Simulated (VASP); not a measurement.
Output of a VASP run:

### OUTCAR
```
 ion  position               nearest neighbor table
   1  0.000  0.000  0.000-   4 2.17   4 2.17   4 2.17   3 2.17   3 2.17   3 2.17   2 3.06   2 3.06
                             2 3.06   2 3.06   2 3.06   2 3.06
   2  0.500  0.500  0.500-   3 2.17   3 2.17   3 2.17   4 2.17   4 2.17   4 2.17   1 3.06   1 3.06
                             1 3.06   1 3.06   1 3.06   1 3.06
   3  0.250  0.250  0.250-   1 2.17   1 2.17   1 2.17   2 2.17   2 2.17   2 2.17
   4  0.750  0.750  0.750-   2 2.17   2 2.17   2 2.17   1 2.17   1 2.17   1 2.17
  LATTYP: Found a trigonal (rhomboedric) cell.
 ALAT       =     5.3031452931
 COS(alpha) =     0.8333333333
 Subroutine PRICEL returns following result:
  LATTYP: Found a face centered cubic cell.
 ALAT       =     4.3300000000
 Subroutine GETGRP returns: Found 12 space group operations
The static configuration has the point symmetry D_3d.
The dynamic configuration has the point symmetry D_3d.
The overall configuration has the point symmetry D_3d.
 Subroutine INISYM returns: Found 12 space group operations
 Subroutine IBZKPT returns following result:
 Found     19 irreducible k-points:

 Following reciprocal coordinates:
            Coordinates               Weight
  0.000000  0.000000  0.000000      1.000000
  0.200000  0.000000  0.000000      6.000000
  0.400000 -0.000000 -0.000000      6.000000
  0.200000  0.200000  0.000000      6.000000
  0.400000  0.200000  0.000000     12.000000
 -0.400000  0.200000  0.000000     12.000000
 -0.200000  0.200000  0.000000      6.000000
  0.400000  0.400000  0.000000      6.000000
 -0.400000  0.400000  0.000000      6.000000
  0.200000  0.200000  0.200000      2.000000
  0.400000  0.200000  0.200000      6.000000
 -0.400000  0.200000  0.200000      6.000000
 -0.200000  0.200000  0.200000      6.000000
  0.400000  0.400000  0.200000      6.000000
 -0.400000  0.400000  0.200000     12.000000
 -0.200000  0.400000  0.200000     12.000000
 -0.400000 -0.400000  0.200000      6.000000
  0.400000  0.400000  0.400000      2.000000
 -0.400000  0.400000  0.400000      6.000000
   k-points           NKPTS =     19   k-points in BZ     NKDIM =     19   number of bands    NBANDS=     18
   number of dos      NEDOS =    301   number of ions     NIONS =      4
   total plane-waves  NPLWV =  46656
   dimension x,y,z NGX =    36 NGY =   36 NGZ =   36
   dimension x,y,z NGXF=    72 NGYF=   72 NGZF=   72
   ions per type =               2   2
   PREC   = accura    normal or accurate (medium, high low for compatibility)
   ISTART =      0    job   : 0-new  1-cont  2-samecut
   ICHARG =      2    charge: 1-file 2-atom 10-const
   ISPIN  =      2    spin polarized calculation?
   LNONCOLLINEAR =      F non collinear calculations
   LSORBIT =      F    spin-orbit coupling
   INIWAV =      1    electr: 0-lowe 1-rand  2-diag
   ENCUT  =  400.0 eV  29.40 Ry    5.42 a.u.   8.65  8.65  8.65*2*pi/ulx,y,z
   NELM   =    100;   NELMIN=  2; NELMDL= -5     # of ELM steps
   EDIFF  = 0.1E-05   stopping-criterion for ELM
   LREAL  =      F    real-space projection
   NLSPLINE    = F    spline interpolate recip. space projectors
   LMAXMIX     =    4 max onsite mixed and CHGCAR
   VOSKOWN=      0    Vosko Wilk Nusair interpolation
   EDIFFG = 0.1E-04   stopping-criterion for IOM
   NSW    =      0    number of steps for IOM
   NBLOCK =      1;   KBLOCK =      1    inner block; outer block
   IBRION =     -1    ionic relax: 0-MD 1-quasi-New 2-CG
   NFREE  =      0    steps in history (QN), initial steepest desc. (CG)
   ISIF   =      2    stress and relaxation
   ISYM   =      2    0-nonsym 1-usesym 2-fastsym
   TEIN   =    0.0    initial temperature
   TEBEG  =    0.0;   TEEND  =   0.0 temperature during run
   SMASS  =  -3.00    Nose mass-parameter (am)
   PSTRESS=    0.0 pullay stress
   NELECT =      28.0000    total number of electrons
   EFERMI =   0.00;   METHOD = LEGACY
   ISMEAR =    -1;   SIGMA  =   0.02  broadening in eV -4-tet -1-fermi 0-gaus
   IALGO  =     38    algorithm
   LDIAG  =      T    sub-space diagonalisation (order eigenvalues)
   IMIX   =      4    mixing-type and parameters
     AMIX     =   0.40;   BMIX     =  1.00
...
```

### OSZICAR
```
       N       E                     dE             d eps       ncg     rms          rms(c)
DAV:   1     0.229040354785E+03    0.22904E+03   -0.11776E+04  1368   0.152E+03
DAV:   2     0.294639978807E+01   -0.22609E+03   -0.21836E+03  1374   0.378E+02
DAV:   3    -0.338271489506E+02   -0.36774E+02   -0.35397E+02  2128   0.157E+02
DAV:   4    -0.352954622048E+02   -0.14683E+01   -0.14077E+01  1928   0.307E+01
DAV:   5    -0.353257139346E+02   -0.30252E-01   -0.30133E-01  1864   0.392E+00    0.216E+01
DAV:   6    -0.316215426009E+02    0.37042E+01   -0.80733E+01  2162   0.114E+02    0.273E+01
DAV:   7    -0.297251348198E+02    0.18964E+01   -0.13394E+01  2276   0.792E+01    0.124E+01
DAV:   8    -0.298432862088E+02   -0.11815E+00   -0.16004E+00  1492   0.104E+01    0.772E+00
DAV:   9    -0.297949331696E+02    0.48353E-01   -0.35836E-01  2414   0.977E+00    0.155E+00
DAV:  10    -0.298031069309E+02   -0.81738E-02   -0.80704E-02  1990   0.550E+00    0.417E-01
DAV:  11    -0.298029930671E+02    0.11386E-03   -0.19238E-02  2114   0.174E+00    0.166E-01
DAV:  12    -0.298032050852E+02   -0.21202E-03   -0.85611E-04  1568   0.314E-01    0.845E-02
DAV:  13    -0.298032589720E+02   -0.53887E-04   -0.15964E-04  1736   0.125E-01    0.503E-02
DAV:  14    -0.298032846355E+02   -0.25663E-04   -0.12021E-04  2146   0.102E-01    0.260E-02
DAV:  15    -0.298032931977E+02   -0.85622E-05   -0.35801E-05  2018   0.663E-02    0.198E-02
DAV:  16    -0.298032952223E+02   -0.20246E-05   -0.63155E-06  1408   0.381E-02    0.972E-03
DAV:  17    -0.298032959415E+02   -0.71920E-06   -0.36323E-06  1038   0.353E-02
   1 F= -.29803296E+02 E0= -.29799790E+02  d E =-.701126E-02  mag=    -0.0000
```

**OUTCAR**
```
------------------------ aborting loop because EDIFF is reached ----------------------------------------
  FORCE on cell =-STRESS in cart. coord.  units (eV):
  Direction    XX          YY          ZZ          XY          YZ          ZX
  --------------------------------------------------------------------------------------
  Total       -2.3258209     -2.3258209     -2.3258209      0.8656727      0.8656727      0.8656727
  in kB      -91.8022165    -91.8022165    -91.8022165     34.1688700     34.1688700     34.1688700
  external PRESSURE =     -91.8022165 kB  Pullay stress =       0.0000000 kB
  volume of cell :       40.59
      direct lattice vectors                 reciprocal lattice vectors
     4.330000000  2.165000000  2.165000000     0.346420323 -0.115473441 -0.115473441
     2.165000000  4.330000000  2.165000000    -0.115473441  0.346420323 -0.115473441
     2.165000000  2.165000000  4.330000000    -0.115473441 -0.115473441  0.346420323
 POSITION                                       TOTAL-FORCE (eV/Angst)
 -----------------------------------------------------------------------------------
      0.00000      0.00000      0.00000        -0.000000     -0.000000      0.000000
      4.33000      4.33000      4.33000        -0.000000     -0.000000      0.000000
      2.16500      2.16500      2.16500         0.000000     -0.000000     -0.000000
      6.49500      6.49500      6.49500         0.000000      0.000000     -0.000000
 -----------------------------------------------------------------------------------
    total drift:                                0.000000     -0.000000      0.000000
  FREE ENERGIE OF THE ION-ELECTRON SYSTEM (eV)
  ---------------------------------------------------
  free  energy   TOTEN  =       -29.8032959415 eV

  energy  without entropy=      -29.7962846813  energy(sigma->0) =      -29.79979031

 total charge

# of ion       s       p       d       tot
------------------------------------------
    1        0.280   0.344   6.109   6.732
    2        0.280   0.344   6.109   6.732
    3        1.586   3.431   0.000   5.017
    4        1.586   3.431   0.000   5.017
--------------------------------------------------
tot          3.732   7.549  12.217  23.499

 magnetization (x)

# of ion       s       p       d       tot
------------------------------------------
    1        0.005   0.004   3.437   3.445
    2       -0.005  -0.004  -3.437  -3.445
    3        0.000   0.000   0.000   0.000
    4        0.000   0.000   0.000   0.000
--------------------------------------------------
tot          0.000   0.000   0.000   0.000
```
(Selected blocks of OUTCAR.)

**POSCAR**
```
FeO
1
    4.3300000000     2.1650000000     2.1650000000
    2.1650000000     4.3300000000     2.1650000000
    2.1650000000     2.1650000000     4.3300000000
Fe O
2 2
Direct
  0.0000000000   0.0000000000   0.0000000000
  0.5000000000   0.5000000000   0.5000000000
  0.2500000000   0.2500000000   0.2500000000
  0.7500000000   0.7500000000   0.7500000000
```

Question: Reconstruct the remaining input files.

Answer: One answer among several that fit: the input of the run itself, PBE GGA, plane waves, VASP's PBE PAW potentials (set 64).

INCAR:
```
# general
SYSTEM   =  FeO
PREC     =  Accurate
ENCUT    =  400
LREAL    =  .FALSE.   # projection in real space or not
LASPH    =  .TRUE.

# electronic loop
EDIFF    =  1E-6
NELM     =  100
ALGO     =  Normal   # blocked Davidson
LMAXMIX  =  4   # l cut-off of mixed one-centre charges

# smearing
ISMEAR   =  -1
SIGMA    =  0.02

# functional
GGA      =  PE

# spin
ISPIN    =  2   # spin-polarised
MAGMOM   =  4.0 -4.0 0.0 0.0

# ions
ISIF     =  2   # forces and stress, cell fixed

# output
LWAVE    =  .FALSE.
LCHARG   =  .FALSE.
LORBIT   =  11
```

**KPOINTS**
```
Automatic mesh
0
Gamma
5 5 5
0 0 0
```

POTCAR, in this order: Fe O (PBE.64 set). Program: vasp_std.

At this cut-off the stress carries a Pulay error, which pulls relaxed volumes low.

The structure is a typed FeO crystal (Fm-3m). The cell was not relaxed at this level. The k-mesh is coarse (spacing up to 0.48 per Å, 2π included), so the numbers may not be converged in it.
